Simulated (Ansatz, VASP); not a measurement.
**Cross-check of PtSe2 between VASP and Ansatz**

One calculation is typed for both programs; each brings its own data sets. How far apart do they land? The structure shown is the start of the Ansatz relaxation below; VASP solves that cell, so the two are compared at the walk's first step.

Main program and level: Ansatz 0.2.0; plane waves, with VASP 6.6.1 beside it; PBE with D3(BJ).

## Step 1: The structure

The cell holds 3 atoms: 1 Pt and 2 Se. Cell: a = 3.730 Å, b = 3.730 Å, c = 29.000 Å, α = 90.0°, β = 90.0°, γ = 120.0°. Vacuum lies along c. The height across the vacuum is the one that the program set for its solve, not the one typed.

## Step 2: Ansatz: relaxation, PBE with D3(BJ)

Ansatz runs on its PAW soft_1 files.

The two programs are compared at the cell with which this relaxation starts, whose forces are those of its first step.

The input, input.yaml:

```yaml
crystal:
  lattice:
    - [3.73, 0.0, 0.0]
    - [-1.865, 3.23027, 0.0]
    - [0.0, 0.0, 18.6]
  atoms:
    - { symbol: Pt, position: [0.0, 0.0, 0.5] }
    - { symbol: Se, position: [0.333333, 0.666667, 0.569892] }
    - { symbol: Se, position: [0.666667, 0.333333, 0.430108] }
  periodic: [true, true, false]
kpoints:
  mp_grid: { grid: [9, 9, 1] }
hamiltonian:
  xc: pbe
  dispersion: d3bj
  pseudopotentials: { kind: paw, azcp: { folder: soft_1 } }
scf:
  occupations: { method: gaussian, width: 0.02 }
output:
  forces: true
  stress: true
  eigenvalues: true
relax:
  adjacent_minimum: "off"
  f_tol: 0.004
  max_steps: 80
  cell: { stress_2d_tol: 0.01 }
```

Launch:

```console
ansatz run input.yaml --threads 8 --pin off --max-ram 20480MiB --backend cpu --events-out ev --progress --plain --runs-dir out
```

Numbers of over 12 decimals in the logs are rounded to 6 here.

The program printed:

```text
Warning: crystal.periodic: the lattice vector that does not repeat stood 0.000° off the slab's normal, 18.600 Å along it as the deck builds it. The run solves the slab on a vector along the normal, 29.000 Å long, with every atom where it was (on the deck's vector they left 16.00 Å outside them, and the widest stretch free of ions among them is 1.30 Å). A fractional position that the run reports is one of the run's ce [...]
Warning: the atoms were moved onto the symmetric positions of the space group found under crystal.symmetry.tolerance 1.0e-5 (fractional; no operation is sought that the atoms, as they stand in a round, miss by more than twice it, and no atom is moved by as much as it), and the run uses the moved positions. Before a round's move an operation carried an atom to 3.73e-6 Å from where it should land, the largest such dist [...]
[...]
Crystal: 3 atoms, lattice volume = 345.292 Å³
iter 1 solved again at ethr=1.56e-8 eV; its pass at ethr=3.10e-3 eV (dr2=7.78e-6 eV) is discarded
SCF iter   1: F=—  HF=-23464.957968 eV  |F-HF|=—  |Δ(HF+E_count)|=         —  Δρ=4.48e-5  dr2=8.90e-6  ethr=1.56e-8  ⟨swp⟩=4.2  Hψ=2246  notcnv=0
preconditioner: auto → Resta (q_TF=auto, 1.977 Å⁻¹)  ε∞=2.0  [insulator: Δε(μ)=1.362 eV  Ē_g=9.366 eV  σ=0.020 eV  W_gap=1.00  n_scr=36 (ndim 8)  ℏωp=9.4 eV  f_vac=0.784  D(μ)=0.00/eV (n_scr^D=0)  ε∞_Penn≈2.0  vacuum switching on, ρ_ref=6.4e-3 e/Å³]
SCF iter   2: F=—  HF=-23464.957971 eV  |F-HF|=—  |Δ(HF+E_count)|=   2.82e-6  Δρ=3.30e-5  dr2=6.33e-6  ethr=1.56e-8  ⟨swp⟩=3.0  Hψ=575  notcnv=0
SCF iter   3: F=—  HF=-23464.957970 eV  |F-HF|=—  |Δ(HF+E_count)|=   9.61e-7  Δρ=1.32e-5  dr2=3.48e-7  ethr=1.27e-8  ⟨swp⟩=2.7  Hψ=490  notcnv=0
SCF iter   4: F=—  HF=-23464.957970 eV  |F-HF|=—  |Δ(HF+E_count)|=   8.12e-8  Δρ=2.81e-6  dr2=4.43e-8  ethr=6.95e-10  ⟨swp⟩=3.4  Hψ=694  notcnv=0
SCF iter   5: F=-23464.957970 eV  HF=-23464.957970 eV  |F-HF|=2.68e-9  |Δ(HF+E_count)|=   5.12e-9  Δρ=6.39e-7  dr2=1.36e-9  ethr=4.47e-11  ⟨swp⟩=9.1  Hψ=1822  notcnv=0
SCF 4 converged in 5 iterations: F = -23464.957970 eV  dr2 = 1.36e-9
relax step   4: F+E_penalty+E_count = -23464.95797003 eV  Δ(F+E_penalty+E_count) = -8.085e-5 eV  max|allowed force component| = 1.628e-3 eV/Å  Δτ_max = 0.0000 Å  P = -0.029 N/m  Ω = 345.292 Å³  energy of the carried Pulay correction = +1.953e-4 eV  fix = [c, alpha, beta]  reactions: c -0.000 N/m  (5 SCF iters, dr2 threshold 2.23e-8 eV, accepted)
[...]
relax step   5: F+E_penalty+E_count = -23464.95798330 eV  Δ(F+E_penalty+E_count) = -1.328e-5 eV  max|allowed force component| = 1.164e-4 eV/Å  Δτ_max = 0.0004 Å  P = +0.000 N/m  Ω = 345.115 Å³  energy of the carried Pulay correction = +2.037e-4 eV  fix = [c, alpha, beta]  reactions: c +0.000 N/m  (5 SCF iters, dr2 threshold 1.29e-9 eV, accepted)
[...]
relax step   6: F+E_penalty+E_count = -23464.95778160 eV  Δ(F+E_penalty+E_count) = +2.017e-4 eV  max|allowed force component| = 2.448e-4 eV/Å  Δτ_max = 0.0000 Å  P = +0.000 N/m  Ω = 345.115 Å³  fix = [c, alpha, beta]  reactions: c +0.000 N/m  stress off target by 3.04e-4 N/m on what of the cell is left free  SCF on the basis re-selected at this cell (its energy is not comparable with the rows above)  (7 SCF iters)
basis re-selected at this cell: Δ(F+E_penalty+E_count) = +2.017e-4 eV, ΔP = +0.000 N/m vs the last step (what re-selecting the basis moved, of the pressure what is left beyond the Pulay correction that the steps carried, after the strain that the cell walked since its last selection, with what the two solves' SCF thresholds leave and, on support functions, any second-order correction that the steps lacked; it is no m [...]
SCF converged after 7 iterations
Free energy (F): -23464.957782 eV
Harris-Foulkes:  -23464.957782 eV  (|F-HF|=8.73e-11)
Internal energy: -23464.957782 eV  (E = F + TS)
E sigma→0 (E₀):  -23464.957782 eV
Fermi energy:    -4.971720 eV
--- Per-component energies (eV) ---
  E_band       = -1847.078364
  E_kinetic    = 816.434095
  E_local      = -119541.644184  (includes V_loc(G=0)·N_el)
  E_nonlocal   = -504.489263
  E_hartree    = 59264.603995
  E_xc         = -402.119209
  E_vxc        = -451.561873  (∫ρ·V_xc dr)
  E_paw        = -13744.469249  (= ΣΔE_a)
  E_vpaw       = -695.025481  (= ΣTr[D̂ρ^β])
  E_aug_tail   = 0.000389  (compensation charges beyond the density's cutoff)
  E_ewald      = 50647.621299
  E_disp       = -0.895655  (pairwise vdW)
  E_smearing   = -0.000000  (= −TS)
  E_closure    = -0.000000  (closes the sum)
  Σ components = -23464.957782   (vs F -23464.957782, Δ=0.00e0)
--- Forces (eV/Å), atoms counted from 1 ---
  atom   1  Pt     0.00000000     0.00000000     0.00000000
  atom   2  Se     0.00000000    -0.00000000     0.00024478
  atom   3  Se     0.00000000     0.00000000    -0.00024478
  max |Σ_I F_I| component: 0.00e0 eV/Å
--- 2D stress c σ (N/m, compression-positive) ---
        0.000304       0.000000      -0.000000
        0.000000       0.000304      -0.000000
       -0.000000      -0.000000       0.000000
  P = ½ c Tr σ = 0.0003 N/m
--- Band table (eV; the first three rows and the last of 12) ---
  k-point 0: bands = ["-104.1880", "-58.3362", "-58.3362", "-58.2887", "-53.0341", "-53.0341", "-53.0324", "-53.0324", "-53.0013", "-53.0013", "-52.9985", "-52.9985", "-52.9874", "-52.9870", "-19.6980", "-17.9324", "-10.8076", "-10.7430", "-10.7430", "-8.5264", "-8.5264", "-6.9560", "-6.3257", "-5.6520", "-5.6520", "-2.6901", "-2.6901", "-1.1479 (-1.1480°)", "-0.4427", "-0.0631"]
  k-point 1: bands = ["-104.1880", "-58.3374", "-58.3366", "-58.2887", "-53.0340", "-53.0340", "-53.0326", "-53.0324", "-53.0012", "-53.0011", "-52.9988", "-52.9986", "-52.9874", "-52.9870", "-19.5650", "-17.9389", "-10.7723", "-10.6711", "-10.6650", "-8.7225", "-8.6171", "-7.3476", "-6.1073", "-5.7509", "-5.6555", "-3.4756", "-2.8746", "-0.7224 (-0.7229°)", "-0.2411", "0.5173"]
  k-point 2: bands = ["-104.1879", "-58.3405", "-58.3374", "-58.2885", "-53.0337", "-53.0335", "-53.0331", "-53.0324", "-53.0008", "-53.0004", "-52.9996", "-52.9987", "-52.9872", "-52.9869", "-19.1977", "-17.9590", "-10.7875", "-10.4842", "-10.3326", "-9.4202", "-8.7389", "-7.8434", "-6.0813", "-5.9018", "-5.8786", "-4.2911", "-3.0911", "-0.0175 (-0.0184°)", "0.1393", "0.4302"]
  k-point 11: bands = ["-104.1878", "-58.3437", "-58.3437", "-58.2880", "-53.0336", "-53.0333", "-53.0333", "-53.0321", "-53.0015", "-52.9996", "-52.9996", "-52.9989", "-52.9868", "-52.9868", "-18.0334", "-18.0334", "-10.9358", "-10.5592", "-10.5592", "-9.1279", "-9.1279", "-8.1838", "-7.9607", "-6.6330", "-6.6330", "-3.8771", "-3.8771", "0.3898", "2.4583", "2.4583"]
  ° read free of the cell's end (the report's vacuum.weakly_bound_levels)
--- Relaxed structure (5 steps of the walk, 5 accepted, 1 SCFs on fresh bases) ---
  F+E_penalty+E_count = -23464.95778160 eV   max|allowed force component| = 2.448e-4 eV/Å   (the final SCF, on the basis selected at the relaxed cell)
  cell:  # Å, volume = 345.1155 Å³
    - [3.706962, 0, 0]
    - [-1.853481, 3.210324, 0]
    - [0, 0, 28.9999648]
  atoms:
    - { symbol: Pt, position: [0, 0, 0.320690] }
    - { symbol: Se, position: [0.333333, 0.666667, 0.366363] }
    - { symbol: Se, position: [0.666667, 0.333333, 0.275017] }
```

## Step 3: VASP: single point, PBE with D3(BJ), start cell, pair 1

The same cell, functional, mesh and smearing now go to VASP, with its own data sets.

Lines of VASP's logs that name or quote its potential files are left out, and so is its time.

The input, INCAR:

```
SYSTEM = PtSe2
PREC = Accurate
ENCUT = 400
EDIFF = 1E-06
NELM = 120
ISMEAR = 0
SIGMA = 0.02
LREAL = .FALSE.
ALGO = Normal
GGA = PE
IVDW = 12
NBANDS = 17
LASPH = .TRUE.
LORBIT = 11
LWAVE = .FALSE.
LCHARG = .FALSE.
ISIF = 2
LDIPOL = .TRUE.
IDIPOL = 3
DIPOL = 0.5 0.5 0.321
LVHAR = .TRUE.
GGA_COMPAT = .FALSE.
EFERMI = MIDGAP
NELMDL = -8
KPAR = 2
```

The input, POSCAR:

```
PtSe2
1.0
    3.7299970000      0.0000000000      0.0000000000
   -1.8649990000      3.2302720000      0.0000000000
    0.0000000000      0.0000000000     28.9999650000
Pt Se
1 2
Direct
    0.0000000000      0.0000000000      0.3206900422
    0.3333333333      0.6666666667      0.3655173722
    0.6666666667      0.3333333333      0.2758627122
```

The input, KPOINTS:

```
Automatic mesh
0
Gamma
9 9 1
0 0 0
```

PAW data sets: Pt and Se (PBE family, release 64).

Launch:

```console
mpirun -np 2 vasp_std
```

The program printed:

```text
[banner, memory and clock lines left out]
running    2 mpi-ranks, on    1 nodes
 distrk:  each k-point on    1 cores,    2 groups
 distr:  one band on    1 cores,    1 groups

 POSCAR found type information on POSCAR PtSe
 POSCAR found :  2 types and       3 ions
 LDA part: xc-table for (Slater+PW92), standard interpolation
 POSCAR, INCAR and KPOINTS ok, starting setup
 FFT: planning ... GRIDC
 FFT: planning ... GRID_SOFT
 FFT: planning ... GRID
 WAVECAR not read
 entering main loop
       N       E                     dE             d eps       ncg     rms          rms(c)
DAV:   1     0.162950792872E+03    0.16295E+03   -0.59405E+03   408   0.734E+02
DAV:   2     0.408813124978E+01   -0.15886E+03   -0.15029E+03   649   0.149E+02
DAV:   3    -0.147453450381E+02   -0.18833E+02   -0.18733E+02   491   0.666E+01
DAV:   4    -0.151379256706E+02   -0.39258E+00   -0.39166E+00   546   0.105E+01
DAV:   5    -0.151446182352E+02   -0.66926E-02   -0.66894E-02   534   0.127E+00
DAV:   6    -0.151448166277E+02   -0.19839E-03   -0.19839E-03   558   0.219E-01
DAV:   7    -0.151448253757E+02   -0.87480E-05   -0.87480E-05   604   0.432E-02
DAV:   8    -0.151448255318E+02   -0.15617E-06   -0.15620E-06   534   0.483E-03    0.123E+01
DAV:   9    -0.144971975800E+02    0.64763E+00   -0.48819E+00   466   0.200E+01    0.687E+00
DAV:  10    -0.143466132050E+02    0.15058E+00   -0.14353E+00   466   0.115E+01    0.316E+00
DAV:  11    -0.142932475288E+02    0.53366E-01   -0.11437E-01   510   0.334E+00    0.698E-01
DAV:  12    -0.142900238547E+02    0.32237E-02   -0.28078E-02   550   0.136E+00    0.209E-01
DAV:  13    -0.142901486301E+02   -0.12478E-03   -0.13209E-03   482   0.244E-01    0.203E-01
DAV:  14    -0.142903362262E+02   -0.18760E-03   -0.21689E-04   530   0.129E-01    0.195E-01
[...]
DAV:  19    -0.142903341119E+02    0.29904E-04   -0.22685E-04   448   0.682E-02    0.137E-02
DAV:  20    -0.142903537605E+02   -0.19649E-04   -0.12833E-05   503   0.160E-02    0.332E-02
DAV:  21    -0.142903734525E+02   -0.19692E-04   -0.13519E-05   449   0.174E-02    0.274E-03
DAV:  22    -0.142903797309E+02   -0.62784E-05   -0.44229E-07   432   0.367E-03    0.288E-03
DAV:  23    -0.142903884005E+02   -0.86696E-05   -0.60482E-07   387   0.311E-03    0.132E-03
DAV:  24    -0.142903914188E+02   -0.30183E-05   -0.14568E-07   424   0.175E-03    0.277E-03
DAV:  25    -0.142903936612E+02   -0.22424E-05   -0.32077E-07   423   0.264E-03    0.176E-03
DAV:  26    -0.142903942942E+02   -0.63298E-06   -0.19599E-08   451   0.798E-04
   1 F= -.15178426E+02 E0= -.15178426E+02  d E =0.000000E+00
```

Parts of OUTCAR (step 3):

```text
ion  position               nearest neighbor table
   1  0.000  0.000  0.321-   3 2.52   2 2.52   3 2.52   2 2.52   3 2.52   2 2.52
   2  0.333  0.667  0.366-   1 2.52   1 2.52   1 2.52
   3  0.667  0.333  0.276-   1 2.52   1 2.52   1 2.52

  LATTYP: Found a hexagonal cell.
 ALAT       =     3.7299970000
 C/A-ratio  =     7.7747957974

 Subroutine GETGRP returns: Found 12 space group operations
 (whereof  6 operations were pure point group operations)

The static configuration has the point symmetry C_3v.
 The point group associated with its full space group is D_3d.

 Found     12 irreducible k-points:

   k-points           NKPTS =     12   k-points in BZ     NKDIM =     12   number of bands    NBANDS=     17

   dimension x,y,z NGX =    24 NGY =   24 NGZ =  192
   dimension x,y,z NGXF=    48 NGYF=   48 NGZF=  384

   ENCUT  =  400.0 eV  29.40 Ry    5.42 a.u.   6.08  6.08 47.29*2*pi/ulx,y,z

   NELECT =      22.0000    total number of electrons

 k-points in reciprocal lattice and weights: Automatic mesh
   0.00000000  0.00000000  0.00000000       0.012
   0.11111111  0.00000000  0.00000000       0.074
   0.22222222  0.00000000  0.00000000       0.074
   0.33333333  0.00000000  0.00000000       0.074
   0.44444444  0.00000000  0.00000000       0.074
   0.11111111  0.11111111  0.00000000       0.074
   0.22222222  0.11111111  0.00000000       0.148
   0.33333333  0.11111111  0.00000000       0.148
   0.44444444  0.11111111  0.00000000       0.074
   0.22222222  0.22222222  0.00000000       0.074
   0.33333333  0.22222222  0.00000000       0.148
   0.33333333  0.33333333  0.00000000       0.025

 dipolmoment           0.000000      0.000000      0.000002 electrons x Angstroem

 average (electrostatic) potential at core
       1 -77.8906       2 -61.8353       3 -61.8353

 E-fermi :  -3.0873

 k-point     1 :       0.0000    0.0000    0.0000
  band No.  band energies     occupation
    ...
      7      -6.6259      2.00000
      8      -4.9794      2.00000
      9      -4.3566      2.00000
     10      -3.7883      2.00000
     11      -3.7883      2.00000
     12      -0.7739      0.00000
     13      -0.7739      0.00000
     14       0.7744      0.00000
     15       1.4552      0.00000
     16       1.8232      0.00000
    ...

 k-point     2 :       0.1111    0.0000    0.0000
  band No.  band energies     occupation
    ...
      7      -6.7182      2.00000
      8      -5.3983      2.00000
      9      -4.1357      2.00000
     10      -3.8567      2.00000
     11      -3.7956      2.00000
     12      -1.5554      0.00000
     13      -0.9588      0.00000
     14       1.2018      0.00000
     15       1.6717      0.00000
     16       2.1196      0.00000
    ...

 k-point     3 :       0.2222    0.0000    0.0000
  band No.  band energies     occupation
    ...
      7      -6.8493      2.00000
      8      -5.9144      2.00000
      9      -4.1787      2.00000
     10      -4.0284      2.00000
     11      -3.9097      2.00000
     12      -2.3864      0.00000
     13      -1.1708      0.00000
     14       1.8812      0.00000
     15       2.0530      0.00000
     16       2.2966      0.00000
    ...

 Edisp (eV)   -0.88803

  Total      -0.17784    -0.17784     0.32469     0.00000     0.00000     0.00000
  in kB      -0.81543    -0.81543     1.48880     0.00000     0.00000     0.00000
  external pressure =       -0.05 kB  Pullay stress =        0.00 kB

  energy-cutoff  :      400.00
  volume of cell :      349.42
      direct lattice vectors                 reciprocal lattice vectors
     3.729997000  0.000000000  0.000000000     0.268096730  0.154785769  0.000000000
    -1.864999000  3.230272000  0.000000000     0.000000000  0.309571454  0.000000000
     0.000000000  0.000000000 28.999965000     0.000000000  0.000000000  0.034482800

 POSITION                                       TOTAL-FORCE (eV/Angst)
 -----------------------------------------------------------------------------------
      0.00000      0.00000      9.30000         0.000000      0.000000      0.000000
     -0.00000      2.15351     10.59999         0.000000     -0.000000      0.136924
      1.86500      1.07676      8.00001        -0.000000     -0.000000     -0.136924
 -----------------------------------------------------------------------------------
    total drift:                                0.000000      0.000000      0.000103

  FREE ENERGIE OF THE ION-ELECTRON SYSTEM (eV)
  ---------------------------------------------------
  free  energy   TOTEN  =       -15.1784262207 eV

  energy  without entropy=      -15.1784262207  energy(sigma->0) =      -15.17842622

 vacuum level on the upper side and lower side of the slab         1.935         1.935

 total charge
# of ion       s       p       d       tot
------------------------------------------
    1        0.678   0.702   7.996   9.376
    2        1.477   2.250   0.057   3.784
    3        1.477   2.250   0.057   3.784
--------------------------------------------------
tot          3.631   5.202   8.111  16.943

[... 3 further parts left out ...]
```

The run ends at a pressure of 0.00 GPa, with forces up to 0.14 eV/Å.

## Step 4: Differences

Known differences besides the potentials themselves: Ansatz cuts the interaction across the vacuum, VASP repeats the sheet with a dipole correction (LDIPOL); the data sets hold 50 valence electrons in Ansatz (on its PAW soft_1 files) and 22 in VASP; Ansatz takes its cutoff from its data sets, VASP runs at 400 eV. Total energies have different zeros and are not compared.

Forces (eV/Å; atoms numbered as in POSCAR):

| atom | Ansatz x, y, z | VASP x, y, z |
| --- | --- | --- |
| Pt1 | 0.000, 0.000, 0.000 | 0.000, 0.000, 0.000 |
| Se2 | 0.000, 0.000, 0.136 | 0.000, 0.000, 0.137 |
| Se3 | 0.000, 0.000, -0.136 | 0.000, 0.000, -0.137 |

The forces differ by 0.3 meV/Å r.m.s., which is 0.4 % of the r.m.s. force of 0.065 eV/Å (both taken over all components). Where the cell holds vacuum, a pressure given here is an average over it and none of the material.

## Step 5: Ansatz: relaxation, PBE with D3(BJ)

The two programs are compared at the cell with which this relaxation starts, whose forces are those of its first step. This pair takes another cell of the material, with 6 atoms against 3 for the pair before.

The structure compared here is the start of the Ansatz relaxation; VASP solves that cell, so the two are compared at the walk's first step.

input.yaml, the sections that differ from step 2:

```yaml
crystal:
  lattice:
    - [3.73, 0.0, 0.0]
    - [-1.865, 3.23027, 0.0]
    - [0.0, 0.0, 23.68]
  atoms:
    - { symbol: Pt, position: [0.0, 0.0, 0.392736] }
    - { symbol: Se, position: [0.333333, 0.666667, 0.447635] }
    - { symbol: Se, position: [0.666667, 0.333333, 0.337838] }
    - { symbol: Pt, position: [0.0, 0.0, 0.607264] }
    - { symbol: Se, position: [0.333333, 0.666667, 0.662162] }
    - { symbol: Se, position: [0.666667, 0.333333, 0.552365] }
  periodic: [true, true, false]
# kpoints, hamiltonian, scf, output, relax: as in step 2
```

Launch:

```console
ansatz run input.yaml --threads 8 --pin off --max-ram 20480MiB --backend cpu --events-out ev --progress --plain --runs-dir out
```

The program printed:

```text
[...]
SCF iter   2: F=—  HF=-46930.345794 eV  |F-HF|=—  |Δ(HF+E_count)|=   7.11e-6  Δρ=7.36e-5  dr2=1.75e-5  ethr=2.32e-8  ⟨swp⟩=3.1  Hψ=1105  notcnv=0
[...]
SCF iter   6: F=-46930.345850 eV  HF=-46930.345850 eV  |F-HF|=6.26e-10  |Δ(HF+E_count)|=  6.84e-10  Δρ=7.90e-7  dr2=3.35e-9  ethr=4.74e-12  ⟨swp⟩=10.2  Hψ=3878  notcnv=0
[...]
- [-1.867651, 3.234866, 0]
    - [0, 0, 39.159985]
  atoms:
    - { symbol: Pt, position: [1.6404446738416197e-18, 7.34949521883138e-19, 0.239125] }
    - { symbol: Se, position: [0.333333, 0.666667, 0.272029] }
    - { symbol: Se, position: [0.666667, 0.333333, 0.205410] }
    - { symbol: Pt, position: [-1.6404446738416197e-18, -7.349495218831381e-19, 0.365574] }
    - { symbol: Se, position: [0.333333, 0.666667, 0.399289] }
    - { symbol: Se, position: [0.666667, 0.333333, 0.332670] }
[key lines of the parts left out:]
SCF converged after 9 iterations
Free energy (F): -46930.345947 eV
Fermi energy:    -4.630141 eV
P = ½ c Tr σ = 0.0025 N/m
```

(Continued in part 2 of 2.)

[Lines on the potential files, build, host, timing and source positions are cut from VASP's logs without a mark.]

[Logs are printed without paths, hosts, clocks, repeated set-up lines and the standing remarks that a program may print on its own settings, such as how far it seeks lower states.]

[Hosts, paths, dates, database ids (printed as entryN), source tags and the programs' standing remarks are cut or masked in the printed files.]
